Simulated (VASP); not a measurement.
Level of theory: PBE GGA with D3 dispersion (Becke-Johnson damping), VASP's PBE PAW potentials (set 64) (plane waves; VASP 6.6.1).

A VASP calculation is set up with these files.

### INCAR
```
SYSTEM = KI
PREC = Accurate; ENCUT = 520; LREAL = .FALSE.
LASPH = .TRUE.
EDIFF = 1E-7; NELM = 100; ALGO = Normal
LMAXMIX = 4
ISMEAR = -5
GGA = PE; IVDW = 12
ISIF = 2
LWAVE = .FALSE.; LCHARG = .TRUE.; LORBIT = 11
NEDOS = 601
```

POSCAR:
```
KI
1.0
  0.0000000000   3.5073632532   3.5073632532
  3.5073632532   0.0000000000   3.5073632532
  3.5073632532   3.5073632532   0.0000000000
K I
1 1
Cart
  0.0000000000   0.0000000000   0.0000000000
  3.5073632532   3.5073632532   3.5073632532
```

KPOINTS:
```
Automatic mesh
0
Gamma
7 7 7
0 0 0
```

POTCAR, in this order: K_sv I (PBE.64 set). Program: vasp_std.

Output of the run:

### OUTCAR
```
 ion  position               nearest neighbor table
   1  0.000  0.000  0.000-   2 3.51   2 3.51   2 3.51   2 3.51   2 3.51   2 3.51
   2  0.500  0.500  0.500-   1 3.51   1 3.51   1 3.51   1 3.51   1 3.51   1 3.51
  LATTYP: Found a face centered cubic cell.
 ALAT       =     7.0147265064
 Subroutine PRICEL returns:
 Original cell was already a primitive cell.
 Subroutine GETGRP returns: Found 48 space group operations
The static configuration has the point symmetry O_h .
The dynamic configuration has the point symmetry O_h .
 Subroutine INISYM returns: Found 48 space group operations
 Subroutine IBZKPT returns following result:
 Found     20 irreducible k-points:

 Following reciprocal coordinates:
            Coordinates               Weight
  0.000000  0.000000  0.000000      1.000000
  0.142857  0.000000  0.000000      8.000000
  0.285714  0.000000  0.000000      8.000000
  0.428571  0.000000  0.000000      8.000000
  0.142857  0.142857  0.000000      6.000000
  0.285714  0.142857  0.000000     24.000000
  0.428571  0.142857  0.000000     24.000000
 -0.428571  0.142857  0.000000     24.000000
 -0.285714  0.142857  0.000000     24.000000
 -0.142857  0.142857  0.000000     12.000000
  0.285714  0.285714  0.000000      6.000000
  0.428571  0.285714  0.000000     24.000000
 -0.428571  0.285714  0.000000     24.000000
 -0.285714  0.285714  0.000000     12.000000
  0.428571  0.428571  0.000000      6.000000
 -0.428571  0.428571  0.000000     12.000000
  0.428571  0.285714  0.142857     24.000000
 -0.428571  0.285714  0.142857     48.000000
 -0.428571  0.428571  0.142857     24.000000
 -0.285714  0.428571  0.142857     24.000000
   k-points           NKPTS =     20   k-points in BZ     NKDIM =     20   number of bands    NBANDS=     12
   number of dos      NEDOS =    601   number of ions     NIONS =      2
   total plane-waves  NPLWV =  64000
   dimension x,y,z NGX =    40 NGY =   40 NGZ =   40
...
```

### OSZICAR
```
       N       E                     dE             d eps       ncg     rms          rms(c)
DAV:   1     0.923561463871E+02    0.92356E+02   -0.68063E+03   480   0.116E+03
DAV:   2     0.506629184550E+00   -0.91850E+02   -0.86543E+02   588   0.251E+02
DAV:   3    -0.528840981740E+01   -0.57950E+01   -0.57704E+01   628   0.578E+01
DAV:   4    -0.562357040616E+01   -0.33516E+00   -0.33477E+00   856   0.115E+01
DAV:   5    -0.562455602012E+01   -0.98561E-03   -0.98560E-03   628   0.737E-01    0.319E+00
DAV:   6    -0.554507889843E+01    0.79477E-01   -0.11695E-01   588   0.221E+00    0.229E+00
DAV:   7    -0.554165471620E+01    0.34242E-02   -0.13243E-01   608   0.212E+00    0.806E-01
DAV:   8    -0.554660373240E+01   -0.49490E-02   -0.14864E-02   616   0.915E-01    0.111E-01
DAV:   9    -0.554700308653E+01   -0.39935E-03   -0.83767E-04   620   0.196E-01    0.694E-02
DAV:  10    -0.554723357873E+01   -0.23049E-03   -0.23575E-04   572   0.106E-01    0.248E-02
DAV:  11    -0.554725192833E+01   -0.18350E-04   -0.39764E-05   608   0.390E-02    0.119E-02
DAV:  12    -0.554725299870E+01   -0.10704E-05   -0.48465E-06   600   0.189E-02    0.127E-02
DAV:  13    -0.554725342645E+01   -0.42775E-06   -0.11524E-06   604   0.738E-03    0.423E-03
DAV:  14    -0.554725324700E+01    0.17945E-06   -0.10280E-07   508   0.291E-03    0.327E-04
DAV:  15    -0.554725324618E+01    0.81900E-09   -0.14116E-08   388   0.101E-03
   1 F= -.60118717E+01 E0= -.60118717E+01  d E =0.000000E+00
```

### OUTCAR
```
------------------------ aborting loop because EDIFF is reached ----------------------------------------
 Edisp (eV)   -0.46462
  FORCE on cell =-STRESS in cart. coord.  units (eV):
  Direction    XX          YY          ZZ          XY          YZ          ZX
  --------------------------------------------------------------------------------------
  Total      -0.01252    -0.01252    -0.01252    -0.00000     0.00000     0.00000
  in kB      -0.23251    -0.23251    -0.23251    -0.00000     0.00000     0.00000
  external pressure =       -0.23 kB  Pullay stress =        0.00 kB
  volume of cell :       86.29
      direct lattice vectors                 reciprocal lattice vectors
     0.000000000  3.507363253  3.507363253    -0.142557233  0.142557233  0.142557233
     3.507363253  0.000000000  3.507363253     0.142557233 -0.142557233  0.142557233
     3.507363253  3.507363253  0.000000000     0.142557233  0.142557233 -0.142557233
  FREE ENERGIE OF THE ION-ELECTRON SYSTEM (eV)
  ---------------------------------------------------
  free  energy   TOTEN  =        -6.0118717067 eV

  energy  without entropy=       -6.0118717067  energy(sigma->0) =       -6.01187171

 total charge

# of ion       s       p       d       tot
------------------------------------------
    1        1.958   5.579   0.024   7.561
    2        1.492   2.860   0.001   4.353
--------------------------------------------------
tot          3.450   8.438   0.025  11.914
```
(Selected blocks of OUTCAR.)

### OUTCAR
```
 val. band max:       -0.3014015045   @ k =   0.0000   0.0000   0.0000

 cond. band min:       3.7126379257   @ k =   0.0000   0.0000   0.0000


 Fermi energy:        -0.2819392758

 k-point     1 :       0.0000    0.0000    0.0000
  band No.  band energies     occupation
      1     -28.7661      2.00000
      2     -12.2565      2.00000
      3     -12.2565      2.00000
      4     -12.2565      2.00000
      5     -10.8366      2.00000
      6      -0.3014      2.00000
      7      -0.3014      2.00000
      8      -0.3014      2.00000
      9       3.7126      0.00000
     10       6.1856      0.00000
     11       6.1856      0.00000
     12       6.1856      0.00000

 k-point     2 :       0.1429    0.0000    0.0000
  band No.  band energies     occupation
      1     -28.7656      2.00000
      2     -12.2923      2.00000
      3     -12.2570      2.00000
      4     -12.2570      2.00000
      5     -10.7753      2.00000
      6      -0.6381      2.00000
      7      -0.3739      2.00000
      8      -0.3739      2.00000
      9       4.2047      0.00000
     10       6.1108      0.00000
     11       6.4077      0.00000
     12       6.4077      0.00000

 k-point     3 :       0.2857    0.0000    0.0000
  band No.  band energies     occupation
      1     -28.7646      2.00000
      2     -12.3642      2.00000
      3     -12.2581      2.00000
      4     -12.2581      2.00000
      5     -10.6444      2.00000
      6      -1.2319      2.00000
      7      -0.5264      2.00000
      8      -0.5264      2.00000
      9       4.9535      0.00000
     10       6.4718      0.00000
     11       6.9721      0.00000
     12       6.9721      0.00000

 k-point     4 :       0.4286    0.0000    0.0000
  band No.  band energies     occupation
      1     -28.7639      2.00000
      2     -12.4155      2.00000
      3     -12.2589      2.00000
      4     -12.2589      2.00000
      5     -10.5441      2.00000
      6      -1.6192      2.00000
...
```

Unless said otherwise, spin-orbit coupling is left out, though it shifts the bands of the heavy elements here.

The compound is KI in the rock salt structure. It was relaxed first.
